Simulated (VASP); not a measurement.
Calculation: PBE GGA, VASP's PBE PAW potentials (set 64) (plane waves; VASP).

VASP ran on this input.

### INCAR
```
SIGMA = 0.1   ! width (eV)
ENCUT = 400   ! plane-wave cut-off (eV)
LCHARG = .FALSE.
LASPH = .TRUE.   ! aspherical one-centre terms
LMAXMIX = 4   ! l cut-off of mixed one-centre charges
LWAVE = .FALSE.
GGA = PE
PREC = Accurate
EDIFF = 1E-6   ! SCF stop (eV)
LREAL = .FALSE.
ISMEAR = 1
ISIF = 2
NELM = 100   ! most electronic steps
SYSTEM = Mo
ALGO = Normal   ! blocked Davidson
```

### POSCAR
```
Mo
1.0
 -1.5750000000   1.5750000000   1.5750000000
  1.5750000000  -1.5750000000   1.5750000000
  1.5750000000   1.5750000000  -1.5750000000
Mo
1
Cartesian
  0.0000000000   0.0000000000   0.0000000000
```

KPOINTS:
```
K-points
0
G
 12 12 12
0 0 0
```

POTCAR, in this order: Mo_sv (PBE.64 set). Program: vasp_std.

**Question.** Estimate the energy per atom (σ→0), pressure, band gap (on the k-mesh).

**Answer.** 
| Item | Value |
|---|---|
| energy per atom (σ→0) | -10946 meV/atom |
| band gap (on the k-mesh) | none (metal, semimetal or under 0.01 eV) |
| pressure | 2.11 GPa |

File OSZICAR:
```
...
DAV:   5    -0.115930699579E+02   -0.16544E-04   -0.16545E-04  1812   0.133E-01    0.147E+01
DAV:   6    -0.110336086023E+02    0.55946E+00   -0.99431E-01  1695   0.120E+01    0.406E+00
DAV:   7    -0.109507467117E+02    0.82862E-01   -0.22141E-01  1800   0.532E+00    0.966E-01
DAV:   8    -0.109465654345E+02    0.41813E-02   -0.39609E-03  1671   0.881E-01    0.191E-01
DAV:   9    -0.109466143437E+02   -0.48909E-04   -0.10874E-04  1843   0.138E-01    0.800E-02
DAV:  10    -0.109466230342E+02   -0.86905E-05   -0.11135E-05  1683   0.432E-02    0.920E-03
DAV:  11    -0.109466233457E+02   -0.31148E-06   -0.33824E-07  1041   0.624E-03
   1 F= -.10946623E+02 E0= -.10946499E+02  d E =-.374283E-03
```

The compound is Mo in the bcc structure. The cell was not relaxed at this level.
